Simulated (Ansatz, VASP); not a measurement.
# Cross-check of Ru (Ruthenium) between VASP and Ansatz

Wanted: the spread between two codes on one cell, functional and k mesh. The cell is taken from a series of runs on this material, whose earlier steps may have relaxed, scaled, displaced or heated it; both programs get it as it stands.

Program: Ansatz 0.2.0. Level of theory: plane waves, with VASP 6.6.1 beside it; zone-centre phonons at LDA. Results are calculated unless marked as measured.

**1. Starting point**

The structure is hexagonal, space group P6_3/mmc (No. 194). The conventional cell has a = 2.595 Å, b = 2.595 Å, c = 4.297 Å, α = 90.00°, β = 90.00°, γ = 120.00°. Nearest to Ru lie 12 Ru at 2.59 to 2.62 Å.

**2. Ansatz: zone-centre phonons, LDA**

Ansatz runs on its PAW soft_1 files.

Second derivatives magnify differences that forces hide, and they need a tight electronic threshold.

Contents of input.yaml:

```yaml
crystal:
  lattice:
    - [2.5946572895, 0.0, 0.0]
    - [-1.2973286448, 2.2470391268, 0.0]
    - [0.0, 0.0, 4.2968781325]
  atoms:
    - { symbol: Ru, position: [0.3333333333, 0.6666666667, 0.25] }
    - { symbol: Ru, position: [0.6666666667, 0.3333333333, 0.75] }
kpoints:
  mp_grid: { grid: [18, 18, 12] }
hamiltonian:
  xc: lda
  pseudopotentials: { kind: paw, azcp: { folder: soft_1 }, xc_functional: pbe }
scf:
  occupations: { method: methfessel_paxton, width: 0.2 }
output:
  eigenvalues: true
phonons:
  method: dfpt
```

Command:

```bash
> ansatz run input.yaml --threads 4 --pin off --max-ram 10240MiB --backend cpu --events-out ev --progress --plain --runs-dir out
```

Numbers of over 12 decimals in the logs are rounded to 6 here.

Output:

```text
zone centre: on kpoints.mp_grid the ground state, and the responses unless they are solved on pairs of k-points, stand on 637 of the mesh's 3888 k-points, reduced under 4 symmetry operations, with k and −k counted as one. Each operation leaves every solved displacement unchanged or reverses it
Engine: ansatz 0.2.0, aarch64-unknown-linux-gnu
Pseudopotentials: kind: paw
Pseudopotential: Ru, paw, valence charge 16, recommended cutoff 420 eV (normal), soft_1/Ru.paw.azcp
Functional definition: SPW92
  exchange = slater_x
  correlation = pw_c
Crystal: 2 atoms, lattice volume = 25.052 Å³
Basis set: ecut = 420 eV, 525 PW (Γ), exchange–correlation on 36×36×60 points (8 copies of the dense FFT grid, shifted against one another)
Bands: 20, of which v1, the nominal top of the filled ones, is band 16 counted from 1 (15 counted from 0)
Symmetry: 24 space group operations
k-points: 637 of 3888 (irreducible under 4 space group operations, time reversal used)
Non-local potential: Ru, projectors of the file, l = 0: 3, l = 1: 2, l = 2: 2, l = 3: 1
PAW form: soft (Blöchl's): semilocal exchange-correlation on the pseudo side does not see the compensation charge
PAW frozen core: Ru, regenerated for the run's functional, and the local potential with it (the file was generated under x = pbe(κ = 0.804, μ = 0.219515), c = pbe(β = 0.066725))
PAW one-centre angular grid: Ru, 590 points (default); XC on 64 Gauss nodes
Initial density: superposition of atomic densities (chi_scale 0.1, normalization cell)
Initial wavefunctions: pseudopotential atomic-orbital guess
Functional: x = slater, c = lda
SCF iter   1: F=—  HF=-11517.929280 eV  |F-HF|=—  |Δ(HF+E_count)|=         —  Δρ=1.31e-1  dr2=3.87e0  ethr=3.10e-3  ⟨swp⟩=5.0  Hψ=113591  notcnv=0  defer=46
automatic band count: the SCF goes on with 24 bands, as 20 were too few: they end inside the smearing window of the response
preconditioner: auto → none  [metal: Δε(μ)=0.001 eV  Ē_g=12.391 eV  σ=0.200 eV  W_gap=0.01  n_scr=8 (ndim 8)  ℏωp=29.7 eV  f_vac=0.000  D(μ)=1.44/eV (n_scr^D=22)  sad-step TF]
SCF iter   2: F=—  HF=-11516.969296 eV  |F-HF|=—  |Δ(HF+E_count)|=   9.60e-1  S|Δr|=    0.00e0  Δρ=7.32e-2  dr2=1.20e0  ethr=3.10e-3  ⟨swp⟩=2.8  Hψ=29042  notcnv=0  defer=1779
SCF iter   3: F=—  HF=-11516.540123 eV  |F-HF|=—  |Δ(HF+E_count)|=   4.29e-1  S|Δr|=    0.00e0  Δρ=3.87e-3  dr2=1.99e-3  ethr=3.10e-3  ⟨swp⟩=2.0  Hψ=21814  notcnv=0  defer=1779
SCF iter   4: F=—  HF=-11516.540353 eV  |F-HF|=—  |Δ(HF+E_count)|=   2.30e-4  S|Δr|=    0.00e0  Δρ=4.36e-4  dr2=2.07e-5  ethr=6.23e-6  ⟨swp⟩=2.7  Hψ=30484  notcnv=0  defer=1656
SCF iter   5: F=—  HF=-11516.540359 eV  |F-HF|=—  |Δ(HF+E_count)|=   5.81e-6  S|Δr|=    0.00e0  Δρ=1.03e-4  dr2=1.75e-6  ethr=6.46e-8  ⟨swp⟩=2.5  Hψ=23733  notcnv=0  defer=1656
SCF iter   6: F=—  HF=-11516.540359 eV  |F-HF|=—  |Δ(HF+E_count)|=   7.69e-8  S|Δr|=    0.00e0  Δρ=2.64e-5  dr2=9.38e-8  ethr=5.48e-9  ⟨swp⟩=2.0  Hψ=21554  notcnv=0  defer=1656
SCF iter   7: F=—  HF=-11516.540359 eV  |F-HF|=—  |Δ(HF+E_count)|=   4.19e-8  S|Δr|=    0.00e0  Δρ=2.10e-6  dr2=7.13e-10  ethr=2.93e-10  ⟨swp⟩=2.6  Hψ=24182  notcnv=0  defer=1656
SCF iter   8: F=-11516.540359 eV  HF=-11516.540359 eV  |F-HF|=0.00e0  |Δ(HF+E_count)|=  4.73e-11  S|Δr|=    0.00e0  Δρ=1.35e-7  dr2=3.52e-12  ethr=1.00e-12  ⟨swp⟩=9.1  Hψ=88844  notcnv=0
SCF 1 converged in 8 iterations: F = -11516.540359 eV  dr2 = 3.52e-12
  greatest PAW one-centre occupation: 1.000 electrons in one spin orbital (limit 2), on the Ru atom at site 1 (counted from 0), in its partial waves of l = 0
DFPT response loops at Γ: preconditioner auto → Kerker (q_TF=auto, 2.842 Å⁻¹) (partly filled bands, converged f_vac=0.000); β = 1.00, the filter's whole step (`scf.mixing.beta` (0.50) is not read by the response loops under this deck's `scf.mixing.preconditioner`; to damp them name `kerker` or `kerker_dos`, under which they read `scf.mixing.beta`, and type it under 1.00, their step now; both keys bind the ground state too); Broyden in place of MSR1
SCF converged after 8 iterations
Stability not checked: this state was not tested for a lower state beside it, because cold or Methfessel-Paxton smearing, or corrected tetrahedra, fill the levels in a way that the test cannot read (fill_not_monotonic; see scf.lower_state_search)
Free energy (F): -11516.540359 eV
Harris-Foulkes:  -11516.540359 eV  (|F-HF|=0.00e0)
Internal energy: -11516.540618 eV  (E = F + TS)
E sigma→0 (E₀):  -11516.540424 eV
Entropy (-TS):   0.000259 eV (0.129 meV/atom)
Fermi energy:    25.409159 eV
Step filling:    the computed levels leave a gap of 0.0000 eV = 0.0 smearing widths at the electron count; against every level under it full and every level over it empty, smearing changes F+E_penalty+E_count by +0.579 meV and its σ→0 estimate by +0.515 meV
--- Per-component energies (eV) ---
  E_band       = -51.969145
  E_kinetic    = 928.406109
  E_local      = -2380.750484  (includes V_loc(G=0)·N_el)
  E_nonlocal   = 836.632985
  E_hartree    = 787.912514
  E_xc         = -341.325206
  E_vxc        = -433.288581  (∫ρ·V_xc dr)
  E_paw        = -6764.325994  (= ΣΔE_a)
  E_vpaw       = -578.795434  (= ΣTr[D̂ρ^β])
  E_aug_tail   = 0.001116  (compensation charges beyond the density's cutoff)
  E_ewald      = -4584.235028
  E_core_change = 1.143369  (= ΣΔE_core)
  E_smearing   = 0.000259  (= −TS)
  E_closure    = -0.000000  (closes the sum)
  Σ components = -11516.540359   (vs F -11516.540359, Δ=0.00e0)
--- Band table (eV; the first three rows and the last of 637) ---
  k-point 0: bands = [... 12 lower, 22.5020, 23.1658, 23.1658, 24.2300, 24.2300, 26.2559, 26.7770, 26.7770, ... 4 higher]
  k-point 1: bands = [... 12 lower, 22.4722, 23.1270, 23.1270, 24.3200, 24.3200, 26.0000, 26.7739, 26.7739, ... 4 higher]
  k-point 2: bands = [... 12 lower, 22.4067, 23.0204, 23.0204, 24.5620, 24.5620, 25.3298, 26.7533, 26.7533, ... 4 higher]
  k-point 636: bands = [... 12 lower, 22.4906, 22.4906, 23.9202, 23.9202, 27.3207, 27.3207, 31.1218, 31.1218, ... 4 higher]
--- Phonons (Γ-DFPT): 2 representative perturbations + reference, on 637 of 3888 k-points (Σ response iterations 6) ---
  k mesh reduced under 4 symmetry operations, with k and −k counted as one. Each operation leaves every solved displacement unchanged or reverses it
  ASR residual: 1.156e-4 → 0.000e0 eV/Å²; symmetrization residual: 7.872e-10 eV/Å²
  ASR residual per site (eV/Å²): 1.16e-4 1.16e-4
  Γ frequencies (cm⁻¹): 0.00 0.00 0.00 209.91 209.91 271.49
  non-analytic LO–TO correction: not included (Born effective charges unavailable; polar crystals: no LO–TO splitting at Γ)
```

**3. VASP: zone-centre phonons, LDA**

The same cell, functional (in two slightly different forms), mesh and smearing now go to VASP, with its own data sets.

Lines of VASP's logs that name or quote its potential files are left out, and so is its time.

Contents of INCAR:

```
SYSTEM = Ru
PREC = Accurate
ENCUT = 500
EDIFF = 1E-08
NELM = 120
ISMEAR = 1
SIGMA = 0.2
LREAL = .FALSE.
ALGO = Normal
GGA = PW92
NBANDS = 20
LASPH = .TRUE.
LORBIT = 11
LWAVE = .FALSE.
LCHARG = .FALSE.
ISIF = 2
IBRION = 8
GGA_COMPAT = .FALSE.
KPAR = 2
```

Contents of POSCAR:

```
Ru
1.0
    2.5946572895      0.0000000000      0.0000000000
   -1.2973286448      2.2470391268      0.0000000000
    0.0000000000      0.0000000000      4.2968781325
Ru
2
Direct
    0.3333333334      0.6666666668      0.2500000000
    0.6666666668      0.3333333334      0.7500000000
```

Contents of KPOINTS:

```
Automatic mesh
0
Gamma
18 18 12
0 0 0
```

PAW data sets: Ru_pv (LDA family, release 64).

Command:

```bash
> mpirun -np 2 vasp_std
```

Output:

```text
[banner, memory and clock lines left out]
running    2 mpi-ranks, on    1 nodes
 distrk:  each k-point on    1 cores,    2 groups
 distr:  one band on    1 cores,    1 groups

 POSCAR found type information on POSCAR Ru
 POSCAR found :  1 types and       2 ions
|                                                                             |
|               ----> ADVICE to this user running VASP <----                  |
|                                                                             |
|     You enforced a specific xc type in the INCAR file but a different       |
|     [... a line on the potential file left out ...]
|     I HOPE YOU KNOW WHAT YOU ARE DOING!                                     |
|                                                                             |

 LDA part: xc-table for (Slater(with rela. corr.)+PW92), standard interpolation
 POSCAR, INCAR and KPOINTS ok, starting setup
 FFT: planning ... GRIDC
 FFT: planning ... GRID_SOFT
 FFT: planning ... GRID
 WAVECAR not read
 entering main loop
       N       E                     dE             d eps       ncg     rms          rms(c)
DAV:   1     0.282042234306E+03    0.28204E+03   -0.17367E+04 10392   0.154E+03
DAV:   2    -0.166678400404E+02   -0.29871E+03   -0.29025E+03 10632   0.459E+02
DAV:   3    -0.225751450446E+02   -0.59073E+01   -0.58673E+01 11872   0.727E+01
DAV:   4    -0.226213483673E+02   -0.46203E-01   -0.46142E-01 13296   0.606E+00
DAV:   5    -0.226220046129E+02   -0.65625E-03   -0.65322E-03 11596   0.626E-01    0.223E+01
DAV:   6    -0.213648500105E+02    0.12572E+01   -0.28018E+00 12020   0.167E+01    0.698E+00
DAV:   7    -0.212645289203E+02    0.10032E+00   -0.57930E-01 11632   0.566E+00    0.125E+00
DAV:   8    -0.212529694482E+02    0.11559E-01   -0.32905E-02 11512   0.189E+00    0.187E-01
DAV:   9    -0.212529550829E+02    0.14365E-04   -0.36004E-04 11888   0.174E-01    0.293E-02
DAV:  10    -0.212529765923E+02   -0.21509E-04   -0.64120E-05 11672   0.781E-02    0.187E-02
DAV:  11    -0.212529733954E+02    0.31969E-05   -0.20409E-05 11324   0.455E-02    0.429E-03
DAV:  12    -0.212529733412E+02    0.54244E-07   -0.40676E-07 11860   0.711E-03    0.737E-04
DAV:  13    -0.212529733412E+02    0.31832E-10   -0.16777E-09  7408   0.462E-04
   1 F= -.21252973E+02 E0= -.21253042E+02  d E =0.205505E-03
 Linear response reoptimize wavefunctions to high precision
DAV:   1    -0.212529733439E+02   -0.27367E-08   -0.44515E-10  7192   0.217E-04
DAV:   2    -0.212529733439E+02   -0.86402E-11   -0.36317E-11  6416   0.654E-05
 Linear response DOF=           2
 Linear response progress:
  Degree of freedom:   1/  2
       N       E                     dE             d eps       ncg     rms          rms(c)
RMM:   1    -0.496552504957E+00   -0.49655E+00    0.32434E+00 46373   0.590E+01
RMM:   2    -0.598234383143E+00   -0.10168E+00   -0.11276E-01 63487   0.283E+00    0.146E-01
RMM:   3    -0.596878468232E+00    0.13559E-02   -0.35454E-03 72325   0.496E-01    0.651E-02
RMM:   4    -0.595622434775E+00    0.12560E-02   -0.45795E-04 72474   0.170E-01    0.243E-02
RMM:   5    -0.595424506627E+00    0.19793E-03   -0.36000E-05 88889   0.430E-02    0.982E-03
RMM:   6    -0.595335347229E+00    0.89159E-04   -0.43782E-05 77419   0.119E-02    0.410E-03
RMM:   7    -0.595335209523E+00    0.13771E-06   -0.41111E-05 78302   0.602E-03    0.749E-04
RMM:   8    -0.595355930271E+00   -0.20721E-04   -0.25830E-05 92711   0.213E-03    0.337E-04
RMM:   9    -0.595363856087E+00   -0.79258E-05   -0.14783E-05 84297   0.889E-04    0.555E-05
RMM:  10    -0.595363839536E+00    0.16552E-07   -0.84049E-06 97109   0.439E-04    0.202E-05
RMM:  11    -0.595364258940E+00   -0.41940E-06   -0.47662E-06 83022   0.241E-04    0.772E-06
RMM:  12    -0.595364236623E+00    0.22318E-07   -0.26586E-06 93601   0.146E-04    0.378E-06
RMM:  13    -0.595364190195E+00    0.46428E-07   -0.15780E-06 97736   0.970E-05    0.151E-06
RMM:  14    -0.595364226630E+00   -0.36436E-07   -0.90657E-07 85696   0.729E-05    0.463E-07
RMM:  15    -0.595364238169E+00   -0.11538E-07   -0.55705E-07 90456   0.572E-05    0.249E-07
RMM:  16    -0.595364249451E+00   -0.11283E-07   -0.34951E-07 76871   0.486E-05    0.144E-07
RMM:  17    -0.595364244121E+00    0.53300E-08   -0.21110E-07 54369   0.428E-05    0.257E-07
RMM:  18    -0.595364249281E+00   -0.51600E-08   -0.13583E-07 55825   0.398E-05    0.949E-08
 first order change of Fermi-energy  -0.60061E-05
 force on displaced ion       1 direction 1 :  -8.197   0.001   0.000
 Linear response progress:
  Degree of freedom:   2/  2
       N       E                     dE             d eps       ncg     rms          rms(c)
RMM:   1    -0.629537891089E+00   -0.62954E+00    0.39483E+00 15986   0.600E+01
RMM:   2    -0.744625084041E+00   -0.11509E+00   -0.13132E-01 22059   0.301E+00    0.142E-01
RMM:   3    -0.744792579123E+00   -0.16750E-03   -0.31855E-03 24933   0.468E-01    0.714E-02
RMM:   4    -0.744133256300E+00    0.65932E-03   -0.49687E-04 24396   0.160E-01    0.232E-02
RMM:   5    -0.744021308552E+00    0.11195E-03    0.12798E-04 28858   0.528E-02    0.193E-02
RMM:   6    -0.743951001026E+00    0.70308E-04    0.11395E-05 26217   0.211E-02    0.944E-03
RMM:   7    -0.743893578165E+00    0.57423E-04   -0.25625E-06 27476   0.923E-03    0.300E-03
RMM:   8    -0.743885708979E+00    0.78692E-05   -0.14193E-05 27874   0.383E-03    0.636E-04
RMM:   9    -0.743889125927E+00   -0.34169E-05   -0.27867E-06 29700   0.151E-03    0.139E-04
RMM:  10    -0.743890624967E+00   -0.14990E-05   -0.16577E-06 28998   0.632E-04    0.299E-05
RMM:  11    -0.743891006692E+00   -0.38173E-06   -0.14674E-06 30210   0.318E-04    0.112E-05
RMM:  12    -0.743891287459E+00   -0.28077E-06   -0.20779E-06 29203   0.203E-04    0.336E-06
RMM:  13    -0.743891214243E+00    0.73216E-07   -0.14835E-06 32809   0.130E-04    0.179E-06
RMM:  14    -0.743891149119E+00    0.65123E-07   -0.81306E-07 30914   0.924E-05    0.926E-07
RMM:  15    -0.743891172608E+00   -0.23489E-07   -0.84983E-07 30284   0.725E-05    0.380E-07
RMM:  16    -0.743891157326E+00    0.15283E-07   -0.66258E-07 26727   0.580E-05    0.793E-07
RMM:  17    -0.743891132368E+00    0.24958E-07   -0.40275E-07 21445   0.499E-05    0.986E-07
RMM:  18    -0.743891103689E+00    0.28679E-07   -0.15595E-07 19806   0.449E-05    0.149E-06
RMM:  19    -0.743891112532E+00   -0.88430E-08   -0.18332E-07 20339   0.417E-05    0.134E-06
RMM:  20    -0.743891121296E+00   -0.87635E-08   -0.19706E-07 27190   0.403E-05    0.953E-07
RMM:  21    -0.743891121515E+00   -0.21913E-09   -0.10606E-07 28729   0.391E-05    0.420E-07
RMM:  22    -0.743891116965E+00    0.45497E-08   -0.21215E-08 24025   0.374E-05    0.261E-07
 first order change of Fermi-energy   0.51467E-04
 force on displaced ion       1 direction 3 :  -0.000   0.000 -13.944
 Linear response finished
```

(Continued in part 2 of 2.)

[Lines on the potential files, build, host, timing and source positions are cut from VASP's logs without a mark.]

[Logs are printed without paths, hosts, clocks, repeated set-up lines and the standing remarks that a program may print on its own settings, such as how far it seeks lower states.]

[Hosts, paths, dates, database ids (printed as entryN), source tags and the programs' standing remarks are cut or masked in the printed files.]
